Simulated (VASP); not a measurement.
These are r2SCAN meta-GGA, VASP's PBE PAW potentials (set 64) (plane waves; VASP 6.6.1) values and carry that method's errors.

VASP input:

### INCAR
```
# general
SYSTEM   =  Al3Sc
PREC     =  Accurate
ENCUT    =  480
LREAL    =  .FALSE.
LASPH    =  .TRUE.

# electronic loop
EDIFF    =  1E-7
NELM     =  100
ALGO     =  Normal
LMAXMIX  =  4
LMIXTAU  =  .TRUE.

# smearing
ISMEAR   =  1
SIGMA    =  0.1

# functional
METAGGA  =  R2SCAN

# ions
ISIF     =  2

# output
LWAVE    =  .FALSE.
LCHARG   =  .FALSE.
```

POSCAR:
```
Al3Sc
1
    4.0846035265     0.0000000000     0.0000000000
    0.0000000000     4.0846035265     0.0000000000
    0.0000000000     0.0000000000     4.0846035265
Sc Al
1 3
Direct
  0.0000000000   0.0000000000   0.0000000000
  0.0000000000   0.5000000000   0.5000000000
  0.5000000000   0.0000000000   0.5000000000
  0.5000000000   0.5000000000   0.0000000000
```

File KPOINTS:
```
Automatic
0
Gamma
  8 8 8
```

POTCAR, in this order: Sc_sv Al (PBE.64 set). Program: vasp_std.

Output

File OUTCAR:
```
 ion  position               nearest neighbor table
   1  0.000  0.000  0.000-   2 2.89   3 2.89   4 2.89   2 2.89   3 2.89   2 2.89   4 2.89   2 2.89
                             3 2.89   4 2.89   3 2.89   4 2.89
   2  0.000  0.500  0.500-   1 2.89   3 2.89   4 2.89   1 2.89   4 2.89   1 2.89   3 2.89   1 2.89
                             3 2.89   4 2.89   4 2.89   3 2.89
   3  0.500  0.000  0.500-   1 2.89   2 2.89   4 2.89   1 2.89   4 2.89   2 2.89   4 2.89   4 2.89
                             1 2.89   2 2.89   1 2.89   2 2.89
   4  0.500  0.500  0.000-   1 2.89   2 2.89   3 2.89   2 2.89   3 2.89   1 2.89   3 2.89   3 2.89
                             1 2.89   2 2.89   2 2.89   1 2.89
  LATTYP: Found a simple cubic cell.
 ALAT       =     4.0846035265
 Subroutine PRICEL returns:
 Original cell was already a primitive cell.
 Subroutine GETGRP returns: Found 48 space group operations
The static configuration has the point symmetry O_h .
The dynamic configuration has the point symmetry O_h .
 Subroutine INISYM returns: Found 48 space group operations
 Subroutine IBZKPT returns following result:
 Found     35 irreducible k-points:

 Following reciprocal coordinates:
            Coordinates               Weight
  0.000000  0.000000  0.000000      1.000000
  0.125000  0.000000  0.000000      6.000000
  0.250000  0.000000  0.000000      6.000000
  0.375000  0.000000  0.000000      6.000000
  0.500000  0.000000  0.000000      3.000000
  0.125000  0.125000  0.000000     12.000000
  0.250000  0.125000  0.000000     24.000000
  0.375000  0.125000  0.000000     24.000000
  0.500000  0.125000  0.000000     12.000000
  0.250000  0.250000  0.000000     12.000000
  0.375000  0.250000  0.000000     24.000000
  0.500000  0.250000  0.000000     12.000000
  0.375000  0.375000  0.000000     12.000000
  0.500000  0.375000  0.000000     12.000000
  0.500000  0.500000  0.000000      3.000000
  0.125000  0.125000  0.125000      8.000000
  0.250000  0.125000  0.125000     24.000000
  0.375000  0.125000  0.125000     24.000000
...
```

OSZICAR:
```
       N       E                     dE             d eps       ncg     rms          rms(c)
DAV:   1     0.104197745518E+03    0.10420E+03   -0.83706E+03   980   0.127E+03
DAV:   2    -0.291694823320E+02   -0.13337E+03   -0.13116E+03  1006   0.384E+02
DAV:   3    -0.370735807906E+02   -0.79041E+01   -0.76370E+01  1566   0.749E+01
DAV:   4    -0.372121495524E+02   -0.13857E+00   -0.13792E+00  1376   0.981E+00
DAV:   5    -0.372151955436E+02   -0.30460E-02   -0.30455E-02  1434   0.149E+00    0.121E+01
DAV:   6    -0.335999579698E+02    0.36152E+01   -0.56764E+00  1352   0.381E+01    0.442E+00
DAV:   7    -0.332391765877E+02    0.36078E+00   -0.55320E-01  1190   0.776E+00    0.214E+00
DAV:   8    -0.334590212451E+02   -0.21984E+00   -0.65602E-01  1310   0.759E+00    0.766E-01
DAV:   9    -0.334480776310E+02    0.10944E-01   -0.12925E-01  1286   0.473E+00    0.344E-01
DAV:  10    -0.335102248915E+02   -0.62147E-01   -0.11816E-01  1374   0.426E+00    0.248E-01
DAV:  11    -0.335071871126E+02    0.30378E-02   -0.13152E-02  1542   0.172E+00    0.185E-01
DAV:  12    -0.335095112741E+02   -0.23242E-02   -0.40100E-03  1324   0.788E-01    0.315E-02
DAV:  13    -0.335097516192E+02   -0.24035E-03   -0.61342E-04  1304   0.282E-01    0.221E-02
DAV:  14    -0.335097419389E+02    0.96803E-05   -0.12624E-04  1506   0.154E-01    0.108E-02
DAV:  15    -0.335097851487E+02   -0.43210E-04   -0.42427E-05  1172   0.888E-02    0.645E-03
DAV:  16    -0.335097850547E+02    0.94057E-07   -0.13939E-05  1286   0.511E-02    0.517E-03
DAV:  17    -0.335097920144E+02   -0.69597E-05   -0.83993E-06  1232   0.403E-02    0.144E-03
DAV:  18    -0.335097921214E+02   -0.10704E-06   -0.11320E-07   910   0.420E-03    0.138E-03
DAV:  19    -0.335097927180E+02   -0.59665E-06   -0.55513E-07  1094   0.774E-03    0.589E-04
DAV:  20    -0.335097927852E+02   -0.67115E-07   -0.39875E-08   592   0.234E-03
   1 F= -.33509793E+02 E0= -.33509380E+02  d E =-.123969E-02
```

### OUTCAR
```
------------------------ aborting loop because EDIFF is reached ----------------------------------------
  FORCE on cell =-STRESS in cart. coord.  units (eV):
  Direction    XX          YY          ZZ          XY          YZ          ZX
  --------------------------------------------------------------------------------------
  Total        0.0273774      0.0273774      0.0273774      0.0000000      0.0000000     -0.0000000
  in kB        0.6436544      0.6436544      0.6436544      0.0000000      0.0000000     -0.0000000
  external PRESSURE =       0.6436544 kB  Pullay stress =       0.0000000 kB
  volume of cell :       68.15
      direct lattice vectors                 reciprocal lattice vectors
     4.084603526  0.000000000  0.000000000     0.244821803  0.000000000  0.000000000
     0.000000000  4.084603526  0.000000000     0.000000000  0.244821803  0.000000000
     0.000000000  0.000000000  4.084603526     0.000000000  0.000000000  0.244821803
 POSITION                                       TOTAL-FORCE (eV/Angst)
 -----------------------------------------------------------------------------------
      0.00000      0.00000      0.00000         0.000000      0.000000      0.000000
      0.00000      2.04230      2.04230         0.000000      0.000000      0.000000
      2.04230      0.00000      2.04230         0.000000      0.000000      0.000000
      2.04230      2.04230      0.00000         0.000000      0.000000      0.000000
 -----------------------------------------------------------------------------------
    total drift:                               -0.000000     -0.000000     -0.000000
  FREE ENERGIE OF THE ION-ELECTRON SYSTEM (eV)
  ---------------------------------------------------
  free  energy   TOTEN  =       -33.5097927852 eV

  energy  without entropy=      -33.5085530974  energy(sigma->0) =      -33.50937956
```
(Selected blocks of OUTCAR.)

The compound is Al3Sc in the L1_2 structure. It was relaxed first.
